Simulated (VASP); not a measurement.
Crystal: C.

```
CELL_PARAMETERS angstrom
0.00000 1.78337 1.78337
1.78337 0.00000 1.78337
1.78337 1.78337 0.00000
ATOMIC_POSITIONS crystal
C 0.75000 0.75000 0.75000
C 0.50000 0.50000 0.50000
```

This isn't the form of C at room conditions, which is graphite.

Program: VASP 6.6.1. Alike in all runs: potentials or basis VASP PAW PBE potentials, release 64 (C); no spin polarisation; cell as given; cutoff (eV) 520; smearing gaussian 0.02 eV. Hardware: 1 thread of Intel(R) Xeon(R) Platinum 8488C (Sapphire Rapids), with other jobs on the host.

Question: Order these runs on this cell by their wall time, lowest first.
A. task single point; level PBE; k mesh 3 × 3 × 3; mesh quality coarse
B. task band structure; level TB-mBJ; k mesh 12 × 12 × 12; mesh quality not flagged
C. task band structure; level PBE; k mesh 12 × 12 × 12; mesh quality not flagged

Answer: A (3 s), C (13 s), B (39 s).

Caveats: some runs use coarse meshes.
